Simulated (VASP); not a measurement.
```
Al2Pt
1.0
    0.00000     2.94711     2.94711
    2.94711     0.00000     2.94711
    2.94711     2.94711     0.00000
Al Pt
2 1
Direct
  0.25000   0.25000   0.25000
  0.75000   0.75000   0.75000
  0.00000   0.00000   0.00000
```

Method: MS2 meta-GGA, VASP's PBE PAW potentials (set 64) (plane waves; VASP 6.6.1). Settings: 520 eV cut-off, 10×10×10 Γ-centred mesh, tetrahedra with Blöchl corrections, potentials Al Pt.

### Question
Give the energies of bands 1 to 11 at the high-symmetry points, in eV from the Fermi level.

### Answer

| band | Γ | X | U | L | W |
|---|---|---|---|---|---|
| 1 | -10.39 | -6.39 | -6.55 | -8.01 | -6.10 |
| 2 | -5.12 | -6.17 | -6.01 | -6.22 | -6.10 |
| 3 | -5.12 | -5.92 | -5.69 | -4.81 | -5.47 |
| 4 | -5.12 | -3.84 | -4.39 | -4.81 | -5.23 |
| 5 | -3.80 | -3.84 | -4.02 | -3.76 | -3.84 |
| 6 | -3.80 | -3.50 | -3.74 | -3.56 | -3.35 |
| 7 | 3.08 | -3.30 | -3.10 | -3.56 | -2.83 |
| 8 | 3.77 | -1.64 | -2.05 | 1.03 | -2.83 |
| 9 | 3.77 | -1.64 | -0.62 | 1.03 | -0.93 |
| 10 | 3.77 | 3.23 | 3.31 | 3.75 | 5.28 |
| 11 | 5.52 | 3.30 | 5.44 | 5.20 | 5.28 |

It has no gap at this level: it comes out as a metal or semimetal.

The compound is PtAl2 in the fluorite structure. It was relaxed first.
